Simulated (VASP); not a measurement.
A run of VASP 6.6.1 is set up as follows.

Contents of INCAR:

```
ALGO = Fast
EDIFF = 1E-7
ENCUT = 500
GGA = PE
ISIF = 2
ISMEAR = 0
LASPH = T
LCHARG = T
LELF = T
LREAL = F
LVHAR = T
LWAVE = F
NELM = 80
PREC = Accurate
SIGMA = 0.02
```

KPOINTS

```
k-points
0
Gamma
  6 6 6
```

Contents of POSCAR:

```
SnTe3
5.4606
    0.000000000000      0.707105263158      0.707105263158
    0.707105263158      0.000000000000      0.707105263158
    0.707105263158      0.707105263158      0.000000000000
Te Sn
3 1
Direct
    0.5000000000      0.5000000000      0.5000000000
    0.7500000000      0.7500000000      0.7500000000
    0.2500000000      0.2500000000      0.2500000000
    0.0000000000      0.0000000000      0.0000000000
```

Potentials or basis: VASP PAW PBE potentials, release 64 (Te, Sn).

Launch:

```console
$ cat potpaw_PBE.64/Te/POTCAR potpaw_PBE.64/Sn/POTCAR > POTCAR
$ mpirun -np 1 vasp_std > vasp.out
```

(1) Predict the band gap on the k mesh.

(2) What does it give for the pressure?

Answers

(1) none (metal or under the smearing width).

(2) 0.1 GPa.
